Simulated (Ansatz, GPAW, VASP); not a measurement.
**Fitting the PBEsol energy curve of PdAl3**

```xyz
4
Lattice="3.9469 0.0000 0.0000 0.0000 3.9469 0.0000 0.0000 0.0000 3.9469" Properties=species:S:1:pos:R:3 pbc="T T T"
Pd    0.0000    0.0000    0.0000
Al    1.9735    1.9735    0.0000
Al    1.9735    0.0000    1.9735
Al    0.0000    1.9735    1.9735
```

The cell comes from a database or a generator and needn't be the stable form of this composition.

The cell was scaled at fixed shape and fractions and run with GPAW, PAW data sets generated for this functional, cutoff 600 eV; PBEsol, k mesh 7 × 7 × 7 on the cell of 4 atoms, fermi-dirac occupations of 0.05 eV, no spin polarisation, no spin-orbit coupling. Energies are those that the program minimises, any entropy of the smearing included. For a metal such a mesh isn't converged to the digits shown.

```csv
V (Å³/atom),energy over the lowest row (meV/atom)
14.4491,13.47
14.7565,4.08
15.0639,0.00
15.3713,0.67
15.6788,?
15.9862,14.27
16.2936,26.35
```

Fit the third-order Birch-Murnaghan form, give V0, B0 and B′, and predict the energy left open.

With y = (V0/V)^(2/3), E = E0 + (9 V0 B0/16) [(y - 1)³ B′ + (y - 1)² (6 - 4y)]. Least squares through the rows shown give V0 = 15.1708 Å³/atom, E0 = -0.28 meV, B0 = 117.2 GPa (1 eV/Å³ = 160.218 GPa) and B′ = 4.57, with a largest miss of 0.01 meV. At V = 15.6788 the form with these constants gives 5.57 meV; the run gave 5.57 meV an atom. Other set-ups at this level, from all their volumes (Å³/atom, GPa): Ansatz, all-electron LAPW, scalar-relativistic: V0 15.116, B0 117.2; VASP, PBE PAW files Al, Pd, 520 eV (made for PBE): V0 15.129, B0 117.5.

The curve is smooth and anharmonic: compression costs more than an equal expansion, as the positive B′ requires, because overlap repulsion and the kinetic energy of the electrons rise quickly as the atoms approach, while cohesion weakens more gradually on expansion. The bulk modulus of 117.2 GPa lies between those of soft, nearly free-electron aluminium and much stiffer palladium. Hybridisation of Pd d with Al s and p states probably adds to the stiffness and draws the atoms closer than a simple mixture of the elements would suggest.

The match at the omitted volume supports the fit as an interpolation, but doesn't test the functional against experiment. The three set-ups nearly agree on stiffness, while their equilibrium volumes differ by far more than the small fit residual would suggest, perhaps through the atomic data sets or Brillouin-zone sampling. Resistance to uniform compression also says nothing about resistance to shear, so a tetragonal distortion, a familiar route in trialuminides, remains untested.
